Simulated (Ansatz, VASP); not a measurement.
# C (Diamond): VASP beside Ansatz

Wanted: the spread between two codes on one cell, functional and k mesh. The structure shown is the start of the Ansatz relaxation below; VASP solves that cell, so the two are compared at the walk's first step.

Calculated with Ansatz 0.2.0; plane waves, with VASP 6.6.1 beside it; single point at LDA.

## 1. Starting point

The structure is trigonal, space group R-3m (No. 166). The conventional cell has a = 2.522 Å, b = 2.522 Å, c = 6.117 Å, α = 90.00°, β = 90.00°, γ = 120.00°. Nearest to C lie 4 C at 1.53 to 1.54 Å.

## 2. Ansatz: relaxation, LDA

Ansatz runs on its PAW soft_1 files.

The two programs are compared at the cell with which this relaxation starts, whose forces are those of its first step.

Contents of input.yaml:

```yaml
crystal:
  lattice:
    - [-0.0117715552, 1.7716190632, 1.7716190632]
    - [1.7716190632, -0.0117715552, 1.7716190632]
    - [1.7716190632, 1.7716190632, -0.0117715552]
  atoms:
    - { symbol: C, position: [0.5, 0.5, 0.5] }
    - { symbol: C, position: [0.75, 0.75, 0.75] }
  conventional_axes: [[-1, 1, 0], [0, -1, 1], [1, 1, 1]]
kpoints:
  mp_grid: { grid: [12, 12, 12] }
hamiltonian:
  xc: lda
  pseudopotentials: { kind: paw, azcp: { folder: soft_1 }, xc_functional: pbe }
scf:
  occupations: { method: fixed }
output:
  forces: true
  stress: true
  eigenvalues: true
relax:
  adjacent_minimum: "off"
  f_tol: 0.001
  max_steps: 60
  cell: { stress_tol: 0.01, fix: [a, b, gamma] }
```

Launch:

```sh
$ ansatz run input.yaml --threads 4 --pin off --max-ram 10240MiB --backend cpu --events-out ev --progress --plain --runs-dir out
```

Numbers of over 12 decimals in the logs are rounded to 6 here.

What it wrote:

```text
Engine: ansatz 0.2.0, aarch64-unknown-linux-gnu
Pseudopotentials: kind: paw
Pseudopotential: C, paw, valence charge 4, recommended cutoff 420 eV (normal), soft_1/C.paw.azcp
Functional definition: SPW92
  exchange = slater_x
  correlation = pw_c
Crystal: 2 atoms, lattice volume = 11.232 Å³
Basis set: ecut = 420 eV, 217 PW (Γ)
Bands: 8, of which v1, the nominal top of the filled ones, is band 4 counted from 1 (3 counted from 0)
Symmetry: 12 space group operations
Space group: R-3m (ITA 166), of the structure as read, at distance tolerance 2.2e-5 Å
k-points: 189 of 1728
Non-local potential: C, projectors of the file, l = 0: 2, l = 1: 2, l = 2: 1
PAW form: soft (Blöchl's): semilocal exchange-correlation on the pseudo side does not see the compensation charge
PAW frozen core: C, regenerated for the run's functional, and the local potential with it (the file was generated under x = pbe(κ = 0.804, μ = 0.219515), c = pbe(β = 0.066725))
PAW one-centre angular grid: C, 110 points (default); XC on 64 Gauss nodes
Initial density: superposition of atomic densities (chi_scale 0.1, normalization cell)
Initial wavefunctions: pseudopotential atomic-orbital guess
Functional: x = slater, c = lda
SCF iter   1: F=—  HF=-486.673411 eV  |F-HF|=—  |Δ(HF+E_count)|=         —  Δρ=1.42e-1  dr2=1.61e0  ethr=3.10e-3  ⟨swp⟩=3.9  Hψ=8708  notcnv=0  defer=314
preconditioner: auto → none  [insulator: Δε(μ)=4.927 eV  Ē_g=19.686 eV  n_scr=0 (ndim 8)  ℏωp=31.3 eV  f_vac=0.000  ε∞_Penn≈3.5]
SCF iter   2: F=—  HF=-486.055402 eV  |F-HF|=—  |Δ(HF+E_count)|=   6.18e-1  Δρ=5.41e-2  dr2=2.04e-1  ethr=3.10e-3  ⟨swp⟩=2.6  Hψ=4087  notcnv=0  defer=299
SCF iter   3: F=—  HF=-485.981495 eV  |F-HF|=—  |Δ(HF+E_count)|=   7.39e-2  Δρ=5.67e-3  dr2=1.08e-3  ethr=2.55e-3  ⟨swp⟩=2.8  Hψ=2667  notcnv=0  defer=340
SCF iter   4: F=—  HF=-485.981543 eV  |F-HF|=—  |Δ(HF+E_count)|=   4.80e-5  Δρ=1.07e-4  dr2=3.57e-7  ethr=1.35e-5  ⟨swp⟩=2.7  Hψ=2236  notcnv=0  defer=378
SCF iter   5: F=—  HF=-485.981546 eV  |F-HF|=—  |Δ(HF+E_count)|=   2.76e-6  Δρ=3.60e-5  dr2=3.28e-8  ethr=1.25e-9  ⟨swp⟩=6.2  Hψ=7916  notcnv=0
SCF iter   6: F=-485.981546 eV  HF=-485.981546 eV  |F-HF|=2.98e-10  |Δ(HF+E_count)|=  3.64e-10  Δρ=4.85e-6  dr2=7.78e-10  ethr=4.09e-10  ⟨swp⟩=2.0  Hψ=4539  notcnv=0
SCF 1 converged in 6 iterations: F = -485.981546 eV  dr2 = 7.78e-10
  greatest PAW one-centre occupation: 0.640 electrons in one spin orbital (limit 2), on the C atom at site 1 (counted from 0), in its partial waves of l = 0
relax step   1: F+E_penalty+E_count = -485.98154617 eV  Δ(F+E_penalty+E_count) = +0.000e0 eV  max|allowed force component| = 2.324e-2 eV/Å  Δτ_max = 0.0000 Å  P = -8.918 GPa  Ω = 11.232 Å³  fix = [a, b, gamma]  reactions: a -12.731, b -12.731 GPa  (6 SCF iters, dr2 threshold 1.00e-7 eV, accepted)
[...]
relax step   2: F+E_penalty+E_count = -485.98168412 eV  Δ(F+E_penalty+E_count) = -1.379e-4 eV  max|allowed force component| = 6.376e-4 eV/Å  Δτ_max = 0.0006 Å  P = -8.401 GPa  Ω = 11.219 Å³  energy of the carried Pulay correction = +6.380e-5 eV  fix = [a, b, gamma]  reactions: a -12.635, b -12.635 GPa  (3 SCF iters, dr2 threshold 2.00e-7 eV, accepted)
[...]
relax step   3: F+E_penalty+E_count = -485.98168140 eV  Δ(F+E_penalty+E_count) = +2.716e-6 eV  max|allowed force component| = 2.366e-4 eV/Å  Δτ_max = 0.0000 Å  P = -8.424 GPa  Ω = 11.219 Å³  energy of the carried Pulay correction = +6.093e-5 eV  fix = [a, b, gamma]  reactions: a -12.639, b -12.639 GPa  (2 SCF iters, dr2 threshold 1.15e-8 eV, accepted)
[...]
relax step   4: F+E_penalty+E_count = -485.98162057 eV  Δ(F+E_penalty+E_count) = +6.084e-5 eV  max|allowed force component| = 1.991e-4 eV/Å  Δτ_max = 0.0000 Å  P = -8.434 GPa  Ω = 11.219 Å³  fix = [a, b, gamma]  reactions: a -12.640, b -12.640 GPa  stress off target by 2.23e-2 GPa on what of the cell is left free  SCF on the basis re-selected at this cell (its energy is not comparable with the rows above)  (4 SCF iters)
[...]
relax step   5: F+E_penalty+E_count = -485.98162158 eV  Δ(F+E_penalty+E_count) = -1.016e-6 eV  max|allowed force component| = 1.283e-5 eV/Å  Δτ_max = 0.0000 Å  P = -8.426 GPa  Ω = 11.219 Å³  energy of the carried Pulay correction = +9.994e-7 eV  fix = [a, b, gamma]  reactions: a -12.639, b -12.639 GPa  (2 SCF iters, dr2 threshold 1.25e-9 eV, accepted)
[...]
relax step   6: F+E_penalty+E_count = -485.98162158 eV  Δ(F+E_penalty+E_count) = -4.394e-11 eV  max|allowed force component| = 8.291e-6 eV/Å  Δτ_max = 0.0000 Å  P = -8.426 GPa  Ω = 11.219 Å³  fix = [a, b, gamma]  reactions: a -12.639, b -12.639 GPa  stress off target by 3.80e-4 GPa on what of the cell is left free  SCF on the basis re-selected at this cell (its energy is not comparable with the rows above)  (3 SCF iters)
basis re-selected at this cell: Δ(F+E_penalty+E_count) = -4.394e-11 eV, ΔP = +0.000 GPa vs the last step (what re-selecting the basis moved, of the pressure what is left beyond the Pulay correction that the steps carried, after the strain that the cell walked since its last selection, with what the two solves' SCF thresholds leave and, on support functions, any second-order correction that the steps lacked; it is no  [...]
SCF converged after 3 iterations
Free energy (F): -485.981622 eV
Harris-Foulkes:  -485.981622 eV  (|F-HF|=1.14e-13)
Internal energy: -485.981622 eV  (E = F + TS)
E sigma→0 (E₀):  -485.981622 eV
Fermi energy:    13.314269 eV
--- Per-component energies (eV) ---
  E_band       = 34.518439
  E_kinetic    = 180.330179
  E_local      = -111.271187  (includes V_loc(G=0)·N_el)
  E_nonlocal   = 47.854892
  E_hartree    = 26.092982
  E_xc         = -94.867543
  E_vxc        = -117.483994  (∫ρ·V_xc dr)
  E_paw        = -185.010094  (= ΣΔE_a)
  E_vpaw       = -17.097451  (= ΣTr[D̂ρ^β])
  E_aug_tail   = 0.000038  (compensation charges beyond the density's cutoff)
  E_ewald      = -349.236553
  E_core_change = 0.125665  (= ΣΔE_core)
  E_smearing   = -0.000000  (= −TS)
  E_closure    = -0.000000  (closes the sum)
  Σ components = -485.981622   (vs F -485.981622, Δ=0.00e0)
--- Forces (eV/Å), atoms counted from 1 ---
  atom   1  C      0.00000829     0.00000829     0.00000829
  atom   2  C     -0.00000829    -0.00000829    -0.00000829
  max |Σ_I F_I| component: 1.16e-17 eV/Å
--- Stress (GPa, compression-positive) ---
       -8.425959       4.212790       4.212790
        4.212790      -8.425959       4.212790
        4.212790       4.212790      -8.425959
  P = ⅓ Tr σ = -8.4260 GPa (-84.260 kbar)
--- Band table (eV; the first three rows and the last of 189) ---
  k-point 0: bands = ["-8.1916", "13.2824", "13.2824", "13.3143", "18.7598", "18.7598", "19.0646", "27.0316"]
  k-point 1: bands = ["-7.9989", "12.0431", "12.9605", "12.9900", "19.1832", "19.3941", "19.6081", "27.1533"]
  k-point 2: bands = ["-7.4232", "9.5005", "12.2637", "12.2897", "20.1024", "20.3261", "20.7702", "27.5038"]
  k-point 188: bands = ["-2.1239", "-0.2029", "10.3629", "10.3629", "21.6572", "21.6572", "22.1722", "28.7239"]
--- Relaxed structure (4 steps of the walk, 4 accepted, 2 SCFs on fresh bases) ---
  F+E_penalty+E_count = -485.98162158 eV   max|allowed force component| = 8.291e-6 eV/Å   (the final SCF, on the basis selected at the relaxed cell)
  cell:  # Å, volume = 11.2191 Å³
    - [-0.013097, 1.770294, 1.770294]
    - [1.770294, -0.013097, 1.770294]
    - [1.770294, 1.770294, -0.013097]
  atoms:
    - { symbol: C, position: [0.499901, 0.499901, 0.499901] }
    - { symbol: C, position: [0.750099, 0.750099, 0.750099] }
```

## 3. VASP: single point, LDA, start cell, pair 1

The same cell, functional (in two slightly different forms) and mesh now go to VASP, with its own data sets.

Lines of VASP's logs that name or quote its potential files are left out, and so is its time.

Contents of INCAR:

```
SYSTEM = C
PREC = Accurate
ENCUT = 520
EDIFF = 1E-06
NELM = 120
ISMEAR = 0
SIGMA = 0.01
LREAL = .FALSE.
ALGO = Normal
GGA = CA
NBANDS = 10
LORBIT = 11
LWAVE = .FALSE.
LCHARG = .FALSE.
ISIF = 2
LASPH = .TRUE.
GGA_COMPAT = .FALSE.
EFERMI = MIDGAP
```

Contents of POSCAR:

```
C
1.0
   -0.0117720000      1.7716190000      1.7716190000
    1.7716190000     -0.0117720000      1.7716190000
    1.7716190000      1.7716190000     -0.0117720000
C
2
Direct
    0.5000000000      0.5000000000      0.5000000000
    0.7500001416      0.7500001416      0.7500001416
```

Contents of KPOINTS:

```
Automatic mesh
0
Gamma
12 12 12
0 0 0
```

PAW data sets: C (LDA family, release 64).

Launch:

```sh
$ mpirun -np 1 vasp_std
```

What it wrote:

```text
[banner, memory and clock lines left out]
running    1 mpi-ranks, on    1 nodes
 distrk:  each k-point on    1 cores,    1 groups
 distr:  one band on    1 cores,    1 groups

 POSCAR found type information on POSCAR C
 POSCAR found :  1 types and       2 ions
 LDA part: xc-table for (Slater(with rela. corr.)+CA(PZ))
 , standard interpolation
 POSCAR, INCAR and KPOINTS ok, starting setup
 FFT: planning ... GRIDC
 FFT: planning ... GRID_SOFT
 FFT: planning ... GRID
 WAVECAR not read
 entering main loop
       N       E                     dE             d eps       ncg     rms          rms(c)
DAV:   1    -0.228472488044E+01   -0.22847E+01   -0.49108E+03  3996   0.772E+02
DAV:   2    -0.207379798946E+02   -0.18453E+02   -0.17928E+02  5192   0.128E+02
DAV:   3    -0.210627359133E+02   -0.32476E+00   -0.32391E+00  4446   0.134E+01
DAV:   4    -0.210634199854E+02   -0.68407E-03   -0.68404E-03  4116   0.752E-01
DAV:   5    -0.210634209628E+02   -0.97747E-06   -0.97748E-06  4316   0.266E-02    0.577E+00
DAV:   6    -0.204523171728E+02    0.61110E+00   -0.35038E-01  3942   0.436E+00    0.335E+00
DAV:   7    -0.202392149310E+02    0.21310E+00   -0.41228E-01  4140   0.474E+00    0.732E-01
DAV:   8    -0.202390063299E+02    0.20860E-03   -0.87499E-03  4074   0.835E-01    0.260E-02
DAV:   9    -0.202389962611E+02    0.10069E-04   -0.32457E-05  4276   0.480E-02    0.194E-02
DAV:  10    -0.202389979175E+02   -0.16564E-05   -0.17918E-06  4112   0.120E-02    0.445E-03
DAV:  11    -0.202389978906E+02    0.26909E-07   -0.66913E-08  2122   0.219E-03
   1 F= -.20238998E+02 E0= -.20238998E+02  d E =0.000000E+00
```

OUTCAR, selected parts (step 3):

```text
ion  position               nearest neighbor table
   1  0.500  0.500  0.500-   2 1.53   2 1.54   2 1.54   2 1.54
   2  0.750  0.750  0.750-   1 1.53   1 1.54   1 1.54   1 1.54

  LATTYP: Found a trigonal (rhomboedric) cell.
 ALAT       =     2.5054752727
 COS(alpha) =     0.4933443391

 Subroutine GETGRP returns: Found 12 space group operations
 (whereof  6 operations were pure point group operations)

The static configuration has the point symmetry C_3v.
 The point group associated with its full space group is D_3d.

 Found    189 irreducible k-points:

   k-points           NKPTS =    189   k-points in BZ     NKDIM =    189   number of bands    NBANDS=     10

   dimension x,y,z NGX =    20 NGY =   20 NGZ =   20
   dimension x,y,z NGXF=    40 NGYF=   40 NGZF=   40

   ENCUT  =  520.0 eV  38.22 Ry    6.18 a.u.   4.66  4.66  4.66*2*pi/ulx,y,z

   NELECT =       8.0000    total number of electrons

 k-points in reciprocal lattice and weights: Automatic mesh
   0.00000000  0.00000000  0.00000000       0.001
   0.08333333  0.00000000  0.00000000       0.003
   0.16666667  0.00000000  0.00000000       0.003
   0.25000000  0.00000000  0.00000000       0.003
   0.33333333  0.00000000  0.00000000       0.003
   0.41666667 -0.00000000  0.00000000       0.003
   0.50000000  0.00000000  0.00000000       0.002
   0.08333333  0.08333333  0.00000000       0.003
   0.16666667  0.08333333 -0.00000000       0.007
[...]
-0.41666667  0.50000000  0.41666667       0.003
   0.50000000  0.50000000  0.50000000       0.001

 average (electrostatic) potential at core
       1 -49.3592       2 -49.3592

 E-fermi :  11.9416

 k-point     1 :       0.0000    0.0000    0.0000
  band No.  band energies     occupation
      1     -11.5823      2.00000
      2       9.8688      2.00000
      3       9.8691      2.00000
      4       9.8691      2.00000
      5      15.3378      0.00000
      6      15.3378      0.00000
      7      15.6376      0.00000
      8      23.6626      0.00000
      9      29.0057      0.00000
    ...

 k-point     2 :       0.0833    0.0000    0.0000
  band No.  band energies     occupation
      1     -11.3897      2.00000
      2       8.6289      2.00000
      3       9.5477      2.00000
      4       9.5504      2.00000
      5      15.7609      0.00000
      6      15.9691      0.00000
      7      16.1835      0.00000
      8      23.7838      0.00000
      9      29.3123      0.00000
    ...

 k-point     3 :       0.1667    0.0000    0.0000
  band No.  band energies     occupation
      1     -10.8142      2.00000
      2       6.0899      2.00000
      3       8.8526      2.00000
      4       8.8540      2.00000
      5      16.6789      0.00000
      6      16.9023      0.00000
      7      17.3457      0.00000
      8      24.1294      0.00000
      9      29.9591      0.00000
    ...

  Total       -0.5113283     -0.5113283     -0.5113283      0.2688333      0.2688333      0.2688333
  in kB      -72.9394116    -72.9394116    -72.9394116     38.3482475     38.3482475     38.3482475
  external PRESSURE =     -72.9394116 kB  Pullay stress =       0.0000000 kB

  energy-cutoff  :      520.00
  volume of cell :       11.23
      direct lattice vectors                 reciprocal lattice vectors
    -0.011772000  1.771619000  1.771619000    -0.279430181  0.281299350  0.281299350
     1.771619000 -0.011772000  1.771619000     0.281299350 -0.279430181  0.281299350
     1.771619000  1.771619000 -0.011772000     0.281299350  0.281299350 -0.279430181

 POSITION                                       TOTAL-FORCE (eV/Angst)
 -----------------------------------------------------------------------------------
      1.76573      1.76573      1.76573        -0.025542     -0.025542     -0.025542
      2.64860      2.64860      2.64860         0.025542      0.025542      0.025542
 -----------------------------------------------------------------------------------
    total drift:                               -0.000000     -0.000000     -0.000000

  FREE ENERGIE OF THE ION-ELECTRON SYSTEM (eV)
  ---------------------------------------------------
  free  energy   TOTEN  =       -20.2389978906 eV

  energy  without entropy=      -20.2389978906  energy(sigma->0) =      -20.23899789

 total charge
# of ion       s       p       d       tot
------------------------------------------
    1        0.820   1.763   0.000   2.584
    2        0.820   1.763   0.000   2.584
--------------------------------------------------
tot          1.641   3.527   0.000   5.168

[... 3 further parts left out ...]
```

The run ends at a pressure of -7.29 GPa, with forces up to 0.044 eV/Å.

## 4. Side by side

Known differences besides the potentials themselves: the two LDA forms differ slightly; fixed occupations in Ansatz, narrow Gaussian smearing in VASP; the cutoff is 420 eV in Ansatz and 520 eV in VASP; VASP's log shows a relativistic correction to its local exchange, Ansatz's none. Total energies have different zeros and are not compared.

Forces (eV/Å; atoms numbered as in POSCAR):

```csv
atom,"Ansatz x, y, z","VASP x, y, z"
C1,"-0.023, -0.023, -0.023","-0.026, -0.026, -0.026"
C2,"0.023, 0.023, 0.023","0.026, 0.026, 0.026"
```

The forces differ by 2.3 meV/Å r.m.s., which is 9.0 % of the r.m.s. force of 0.026 eV/Å (both taken over all components).

## 5. What the set-up changes

Further runs change the set-up of one program: Ansatz's method, potentials or start, or VASP's data sets, cutoff or form of LDA. The table gives that difference for each run.

```csv
run,r.m.s. force difference (meV/Å)
as above,2.3
VASP with a cutoff of 600 eV (perhaps on Ansatz's relaxed cell),2.4
```

## 6. Ansatz: relaxation, LDA

The two programs are compared at the cell with which this relaxation starts, whose forces are those of its first step. The cell compared in this pair holds 10.38 Å³, against 11.23 Å³ for the pair before.

The structure compared here is the start of the Ansatz relaxation; VASP solves that cell, so the two are compared at the walk's first step.

input.yaml, the sections that differ from step 2:

```yaml
crystal:
  lattice:
    - [0.0381262631, 1.7508875502, 1.7508875502]
    - [1.7508875502, 0.0381262631, 1.7508875502]
    - [1.7508875502, 1.7508875502, 0.0381262631]
  atoms:
    - { symbol: C, position: [0.5002778959, 0.5002778959, 0.5002778959] }
    - { symbol: C, position: [0.7497221041, 0.7497221041, 0.7497221041] }
  conventional_axes: [[-1, 1, 0], [0, -1, 1], [1, 1, 1]]
# kpoints, hamiltonian, scf, output, relax: as in step 2
```

Launch:

```sh
$ ansatz run input.yaml --threads 4 --pin off --max-ram 10240MiB --backend cpu --events-out ev --progress --plain --runs-dir out
```

What it wrote:

```text
[...]
Crystal: 2 atoms, lattice volume = 10.384 Å³
Basis set: ecut = 420 eV, 181 PW (Γ)
Bands: 8, of which v1, the nominal top of the filled ones, is band 4 counted from 1 (3 counted from 0)
Symmetry: 12 space group operations
[...]
k-points: 189 of 1728
[...]
--- Band table (eV; the first three rows and the last of 189) ---
[...]
--- Relaxed structure (5 steps of the walk, 5 accepted, 2 SCFs on fresh bases) ---
[...]
cell:  # Å, volume = 10.3977 Å³
    - [0.039632, 1.752394, 1.752394]
    - [1.752394, 0.039632, 1.752394]
    - [1.752394, 1.752394, 0.039632]
  atoms:
    - { symbol: C, position: [0.500460, 0.500460, 0.500460] }
    - { symbol: C, position: [0.749540, 0.749540, 0.749540] }
[key lines of the parts left out:]
SCF converged after 4 iterations
Free energy (F): -485.902618 eV
Fermi energy:    14.795041 eV
P = ⅓ Tr σ = 30.2522 GPa (302.522 kbar)
```

## 7. VASP: single point, LDA, start cell, pair 2

The same cell, functional (in two slightly different forms) and mesh now go to VASP, with its own data sets.

INCAR is that of step 3.

Contents of POSCAR:

```
C
1.0
    0.0381260000      1.7508880000      1.7508880000
    1.7508880000      0.0381260000      1.7508880000
    1.7508880000      1.7508880000      0.0381260000
C
2
Direct
    0.5002776913      0.5002776913      0.5002776913
    0.7497218850      0.7497218850      0.7497218850
```

KPOINTS is that of step 3.

Launch:

```sh
$ mpirun -np 1 vasp_std
```

What it wrote:

```text
[... set-up lines as in an earlier step ...]
 entering main loop
       N       E                     dE             d eps       ncg     rms          rms(c)
DAV:   1    -0.217509276654E+01   -0.21751E+01   -0.49996E+03  3966   0.780E+02
DAV:   2    -0.208515166704E+02   -0.18676E+02   -0.18100E+02  5070   0.130E+02
DAV:   3    -0.211631040179E+02   -0.31159E+00   -0.31078E+00  4484   0.134E+01
DAV:   4    -0.211637222453E+02   -0.61823E-03   -0.61820E-03  4160   0.694E-01
[...]
DAV:   9    -0.201482359142E+02    0.15799E-04   -0.43530E-05  4246   0.557E-02    0.212E-02
DAV:  10    -0.201482372467E+02   -0.13326E-05   -0.24296E-06  4240   0.142E-02    0.521E-03
DAV:  11    -0.201482372286E+02    0.18138E-07   -0.11148E-07  2150   0.305E-03
   1 F= -.20148237E+02 E0= -.20148237E+02  d E =0.000000E+00
```

From OUTCAR (step 7):

```text
  Total        2.1436346      2.1436346      2.1436346     -0.9567170     -0.9567170     -0.9567170
  in kB      330.7318765    330.7318765    330.7318765   -147.6076212   -147.6076212   -147.6076212
  external PRESSURE =     330.7318765 kB  Pullay stress =       0.0000000 kB

 POSITION                                       TOTAL-FORCE (eV/Angst)
 -----------------------------------------------------------------------------------
      1.77093      1.77093      1.77093         0.056244      0.056244      0.056244
      2.65394      2.65394      2.65394        -0.056244     -0.056244     -0.056244
 -----------------------------------------------------------------------------------
    total drift:                                0.000000      0.000000      0.000000

  FREE ENERGIE OF THE ION-ELECTRON SYSTEM (eV)
  ---------------------------------------------------
  free  energy   TOTEN  =       -20.1482372286 eV

  energy  without entropy=      -20.1482372286  energy(sigma->0) =      -20.14823723

[... 1 part as in an earlier step ...]

[... 2 further parts left out ...]
[key lines of the parts left out:]
E-fermi :  13.2260
```

The run ends at a pressure of 33.07 GPa, with forces up to 0.097 eV/Å.

## 8. Differences

Forces (eV/Å; atoms numbered as in POSCAR):

```csv
atom,"Ansatz x, y, z","VASP x, y, z"
C1,"0.049, 0.049, 0.049","0.056, 0.056, 0.056"
C2,"-0.049, -0.049, -0.049","-0.056, -0.056, -0.056"
```

The forces differ by 6.9 meV/Å r.m.s., which is 12.3 % of the r.m.s. force of 0.056 eV/Å (both taken over all components).

[end of part 1 of 2]

[Lines on the potential files, build, host, timing and source positions are cut from VASP's logs without a mark.]

[Logs are printed without paths, hosts, clocks, repeated set-up lines and the standing remarks that a program may print on its own settings, such as how far it seeks lower states.]

[Hosts, paths, dates, database ids (printed as entryN), source tags and the programs' standing remarks are cut or masked in the printed files.]

[Rows of further runs with another cutoff or data set may stand on the cell that Ansatz relaxed, not on the start cell of the pair above them.]
